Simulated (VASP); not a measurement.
Output of a VASP run:

### OSZICAR
```
       N       E                     dE             d eps       ncg     rms          rms(c)
DAV:   1     0.115370138799E+03    0.11537E+03   -0.82849E+03  2192   0.111E+03
DAV:   2    -0.120693938289E+02   -0.12744E+03   -0.12403E+03  2689   0.371E+02
DAV:   3    -0.177968695105E+02   -0.57275E+01   -0.56034E+01  3438   0.634E+01
DAV:   4    -0.180311560807E+02   -0.23429E+00   -0.23326E+00  3044   0.127E+01
DAV:   5    -0.180400892388E+02   -0.89332E-02   -0.89103E-02  3585   0.207E+00    0.814E+00
DAV:   6    -0.170998380015E+02    0.94025E+00   -0.36082E+00  3552   0.170E+01    0.255E+00
DAV:   7    -0.170763781228E+02    0.23460E-01   -0.11942E-01  2529   0.291E+00    0.146E+00
DAV:   8    -0.170659683641E+02    0.10410E-01   -0.33289E-02  2886   0.141E+00    0.218E-01
DAV:   9    -0.170660880092E+02   -0.11965E-03   -0.38149E-03  3765   0.453E-01    0.124E-01
DAV:  10    -0.170660806130E+02    0.73962E-05   -0.35862E-04  3195   0.217E-01    0.258E-02
DAV:  11    -0.170660760001E+02    0.46129E-05   -0.25636E-05  2803   0.417E-02    0.189E-02
DAV:  12    -0.170660764014E+02   -0.40133E-06   -0.48915E-06  3737   0.263E-02    0.371E-03
DAV:  13    -0.170660766346E+02   -0.23312E-06   -0.17312E-07  2135   0.471E-03    0.780E-04
DAV:  14    -0.170660766652E+02   -0.30584E-07   -0.37362E-08  1567   0.278E-03
   1 F= -.17066077E+02 E0= -.17066077E+02  d E =0.000000E+00
```

OUTCAR:
```
------------------------ aborting loop because EDIFF is reached ----------------------------------------
  FORCE on cell =-STRESS in cart. coord.  units (eV):
  Direction    XX          YY          ZZ          XY          YZ          ZX
  --------------------------------------------------------------------------------------
  Total       -0.0346826     -0.0346826     -0.0346826     -0.0000000     -0.0000000      0.0000000
  in kB       -1.7264360     -1.7264360     -1.7264360     -0.0000000     -0.0000000      0.0000000
  external PRESSURE =      -1.7264360 kB  Pullay stress =       0.0000000 kB
  volume of cell :       32.19
      direct lattice vectors                 reciprocal lattice vectors
     3.180953449  0.000000000  0.000000000     0.314371152  0.000000000  0.000000000
     0.000000000  3.180953449  0.000000000     0.000000000  0.314371152  0.000000000
     0.000000000  0.000000000  3.180953449     0.000000000  0.000000000  0.314371152
 POSITION                                       TOTAL-FORCE (eV/Angst)
 -----------------------------------------------------------------------------------
      0.00000      0.00000      0.00000         0.000000      0.000000      0.000000
      1.59048      1.59048      1.59048         0.000000      0.000000      0.000000
 -----------------------------------------------------------------------------------
    total drift:                               -0.000000      0.000000      0.000000
  FREE ENERGIE OF THE ION-ELECTRON SYSTEM (eV)
  ---------------------------------------------------
  free  energy   TOTEN  =       -17.0660766652 eV

  energy  without entropy=      -17.0660766652  energy(sigma->0) =      -17.06607667

 total charge

# of ion       s       p       d       tot
------------------------------------------
    1        2.153   5.996   2.523  10.672
    2        1.212   1.591   0.073   2.876
--------------------------------------------------
tot          3.365   7.587   2.596  13.548
```
(Selected blocks of OUTCAR.)

### POSCAR
```
NbAs
1
    3.1809534488     0.0000000000     0.0000000000
    0.0000000000     3.1809534488     0.0000000000
    0.0000000000     0.0000000000     3.1809534488
Nb As
1 1
Direct
  0.0000000000   0.0000000000   0.0000000000
  0.5000000000   0.5000000000   0.5000000000
```

**Question.** Write an INCAR and KPOINTS that could have produced this output.

**Answer.** One answer among several that fit: the input of the run itself, PBEsol GGA, plane waves, VASP's PBE PAW potentials (set 64).

File KPOINTS:
```
K-points
0
G
13 13 13
0 0 0
```

INCAR:
```
# general
SYSTEM   =  NbAs
PREC     =  Accurate
ENCUT    =  400
LREAL    =  .FALSE.
LASPH    =  .TRUE.

# electronic loop
EDIFF    =  1E-7
NELM     =  100
ALGO     =  Normal
LMAXMIX  =  4

# smearing
ISMEAR   =  -5

# functional
GGA      =  PS

# ions
ISIF     =  2

# output
LWAVE    =  .FALSE.
LCHARG   =  .TRUE.
LORBIT   =  11
NEDOS    =  601
```

POTCAR, in this order: Nb_sv As (PBE.64 set). Program: vasp_std.

For a metal the tetrahedron method with Blöchl corrections gives inexact stress and forces.

The structure was generated: NbAs was put into the CsCl type type (Pm-3m), which need not be its known phase. It was relaxed first, which changed the volume by -35 %.
